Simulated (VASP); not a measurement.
Input:

```
Cr
1.0
    2.81549     0.00000     0.00000
    0.00000     2.92647     0.00000
    0.00000     0.00000     2.83079
Cr
2
Direct
  0.00000   0.00000   0.00000
  0.50954   0.50000   0.50000
```
Starting moments (μB, in the order of the record's atoms Cr Cr): 1.5 -1.5.

These are PBE GGA, VASP's PBE PAW potentials (set 64) (plane waves; VASP) values and carry that method's errors. Run with 250 eV cut-off, 12×11×12 Γ-centred mesh, first-order Methfessel-Paxton smearing of 0.10 eV, potentials Cr_pv.

At this cut-off the stress carries a Pulay error, which pulls relaxed volumes low.

Question: Which forces act on the atoms, in eV/Å?

Answer: 
```json
[
 {"atom": "Cr1", "Fx": "0.153", "Fy": "0.000", "Fz": "0.000"},
 {"atom": "Cr2", "Fx": "-0.153", "Fy": "0.000", "Fz": "0.000"}
]
```

Question: Give the stress tensor in GPa (positive for a compressed cell).

Answer: 
```
-22.52    0.00    0.00
  0.00  -36.90    0.00
  0.00    0.00  -24.78
```
The pressure is its mean diagonal, -28.07 GPa.

The compound is Cr in the bcc, AFM order structure. The cell was not relaxed at this level. The run is one of a series of settings (ENCUT = 250 against the base run), some of them coarse on purpose.
